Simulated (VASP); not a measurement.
# Cl3In: single point with PBE

The system is Cl3In, in a box.

```
CELL_PARAMETERS angstrom
11.00000 0.00000 0.00000
0.00000 13.00000 0.00000
0.00000 0.00000 13.00000
ATOMIC_POSITIONS crystal
Cl 0.47559 0.56264 0.64731
Cl 0.58247 0.37034 0.43029
Cl 0.41782 0.63453 0.35468
In 0.48667 0.52012 0.48056
```

The cell isn't the ideal one: atoms moved at random, drawn with an rms of 0.05 Å.

| Quantity | Value |
| --- | --- |
| Program | VASP 6.6.1 |
| Task | single point |
| Functional | PBE |
| Potentials or basis | VASP PAW PBE potentials, release 64 (Cl, In_d) |
| Cutoff | 520 eV |
| k mesh | 1 × 1 × 1 |
| Occupations | gaussian, width 0.01 eV |
| Spin | no spin polarisation |
| Further INCAR settings | ALGO = Normal; EDIFF = 1e-06 |

```yaml
Largest_force: 1.200 eV/Å
Gap_between_the_frontier_levels: 4.16 eV
```

Forces in eV/Å, atoms in the order of the input:
```
Cl  -0.106  0.267  1.104
Cl   0.022 -0.129 -0.053
Cl   0.035 -0.165  0.148
In   0.049  0.028 -1.199
```

Levels at points of the mesh, in eV from the valence-band top:
```tsv
k point	band 13	band 14	band 15	band 16	band 17	band 18	band 19	band 20	band 21
(0.00, 0.00, 0.00)	-0.28	-0.28	-0.13	-0.12	0.00	4.16	5.43	7.44	7.78
```

Run time: 2.3 min on 1 thread of Intel(R) Xeon(R) Platinum 8488C (Sapphire Rapids), with other jobs on the host, peak memory 1.3 GiB.

Caveat: spin-orbit coupling is left out, which moves the levels of the heavy elements.
